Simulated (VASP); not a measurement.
Here is the system:

```
HgI2
1.0
    2.47798    -3.72250     0.00000
    2.47798     3.72250     0.00000
    0.00000     0.00000    13.99798
Hg I
2 4
Direct
  0.65529   0.34471   0.00107
  0.34471   0.65529   0.50107
  0.60382   0.39618   0.63108
  0.39618   0.60382   0.13108
  0.08481   0.91519   0.37114
  0.91519   0.08481   0.87114
```

Computed with r2SCAN meta-GGA, VASP's PBE PAW potentials (set 64) (plane waves; VASP 6.6.1). Run with 400 eV cut-off, 6×6×2 Γ-centred mesh, tetrahedra with Blöchl corrections, potentials Hg I.

The path is coarsely sampled, so an indirect gap can come out somewhat too large. Unless said otherwise, spin-orbit coupling is left out, though it shifts the bands of the heavy elements here.

Q: Predict the energy per atom (σ→0), band gap (over mesh and band path) with the smallest direct gap where there is one.

A: 
band gap (over mesh and band path): 2.43 eV
smallest direct gap (over mesh and band path): 2.64 eV
energy per atom (σ→0): -33175 meV/atom

The structure comes from a computed database's HgI2 entry (Cmc2_1); how it stands against other phases isn't given here. It was relaxed first.
